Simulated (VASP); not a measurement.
Input of a VASP 6.6.1 run:

The input INCAR:

```
SYSTEM = Zn15CuO16
PREC     = Accurate       ! precision mode
ENCUT    = 450            ! plane-wave cutoff, eV
EDIFF    = 1E-5           ! SCF threshold, eV
ISMEAR   = 0              ! smearing method
SIGMA    = 0.03           ! smearing width, eV
LREAL    = Auto         
LASPH    = .True.         ! aspherical terms in the spheres
NELM     = 120            ! most SCF steps
ALGO     = Normal         ! electronic algorithm
ISIF     = 2              ! what is computed and relaxed
LWAVE    = .False.        ! write WAVECAR
LCHARG   = .False.        ! write CHGCAR
ISPIN    = 2              ! spin polarisation
MAGMOM   = 1 0 0 0 0 0 0 0 0 0 0 0 0 0 0 0 0 0 0 0 0 0 0 0 0 0 0 0 0 0 0 0 ! initial moments
LORBIT   = 11             ! projections on sites
NUPDOWN  = 1              ! fixed moment
LMAXMIX  = 4              ! l up to which the mixer works
LDAU     = .True.         ! DFT+U
LDAUTYPE = 2            
LDAUL    = 2 -1 -1        ! shell
LDAUU    = 5 0 0          ! U, eV
LDAUJ    = 0 0 0        
LDAUPRINT= 1            
GGA      = PS             ! functional
NBANDS   = 170            ! bands
KPAR     = 4
```

The input KPOINTS:

```
regular mesh
0
Gamma
  3 3 2
  0 0 0
```

File POSCAR:

```
Zn15CuO16
1.0
    6.4988000000      0.0000000000      0.0000000000
   -3.2494000000      5.6281258941      0.0000000000
    0.0000000000      0.0000000000     10.4076000000
Cu Zn O
1 15 16
Direct
    0.1666666667      0.3333333333      0.0000000000
    0.1666666667      0.3333333333      0.5000000000
    0.1666666667      0.8333333333      0.0000000000
    0.1666666667      0.8333333333      0.5000000000
    0.6666666667      0.3333333333      0.0000000000
    0.6666666667      0.3333333333      0.5000000000
    0.6666666667      0.8333333333      0.0000000000
    0.6666666667      0.8333333333      0.5000000000
    0.3333333333      0.1666666667      0.2500000000
    0.3333333333      0.1666666667      0.7500000000
    0.3333333333      0.6666666667      0.2500000000
    0.3333333333      0.6666666667      0.7500000000
    0.8333333333      0.1666666667      0.2500000000
    0.8333333333      0.1666666667      0.7500000000
    0.8333333333      0.6666666667      0.2500000000
    0.8333333333      0.6666666667      0.7500000000
    0.1666666667      0.3333333333      0.1910500000
    0.1666666667      0.3333333333      0.6910500000
    0.1666666667      0.8333333333      0.1910500000
    0.1666666667      0.8333333333      0.6910500000
    0.6666666667      0.3333333333      0.1910500000
    0.6666666667      0.3333333333      0.6910500000
    0.6666666667      0.8333333333      0.1910500000
    0.6666666667      0.8333333333      0.6910500000
    0.3333333333      0.1666666667      0.4410500000
    0.3333333333      0.1666666667      0.9410500000
    0.3333333333      0.6666666667      0.4410500000
    0.3333333333      0.6666666667      0.9410500000
    0.8333333333      0.1666666667      0.4410500000
    0.8333333333      0.1666666667      0.9410500000
    0.8333333333      0.6666666667      0.4410500000
    0.8333333333      0.6666666667      0.9410500000
```

Potentials or basis: VASP PAW PBE potentials, release 64 (Cu, Zn, O).

Run with:

```bash
$ cat potpaw_PBE.64/Cu/POTCAR potpaw_PBE.64/Zn/POTCAR potpaw_PBE.64/O/POTCAR > POTCAR
$ mpirun -np 4 vasp_std > vasp.out
```

Question: Estimate the largest force.

Answer: 0.198 eV/Å.

Forces on the atoms (eV/Å):
```
Cu   0.000  0.000 -0.054
Zn   0.000  0.000 -0.008
Zn   0.009  0.005  0.063
Zn   0.007  0.004  0.013
Zn   0.000 -0.010  0.063
Zn   0.000 -0.008  0.013
Zn  -0.009  0.005  0.063
Zn  -0.007  0.004  0.013
Zn  -0.116  0.067 -0.017
Zn  -0.038  0.022  0.057
Zn   0.000 -0.133 -0.017
Zn   0.000 -0.044  0.057
Zn   0.116  0.067 -0.017
Zn   0.038  0.022  0.057
Zn   0.000  0.000  0.040
Zn   0.000  0.000 -0.001
O    0.000  0.000  0.198
O    0.000  0.000 -0.045
O    0.001  0.001 -0.073
O   -0.007 -0.004 -0.014
O    0.000 -0.001 -0.073
O    0.000  0.008 -0.014
O   -0.001  0.001 -0.073
O    0.007 -0.004 -0.014
O    0.022 -0.013 -0.001
O   -0.088  0.051 -0.059
O    0.000  0.025 -0.001
O    0.000 -0.102 -0.059
O   -0.022 -0.013 -0.001
O    0.088  0.051 -0.059
O    0.000  0.000 -0.032
O    0.000  0.000 -0.004
```

Caveat: the k mesh is coarse (spacing up to 0.37 Å⁻¹), so the values aren't converged; the PAW data sets were made with another functional, which shifts forces and pressure a little; the total moment is fixed, so each spin has its own Fermi level. The state reached can hang on the start; a lower one may exist.
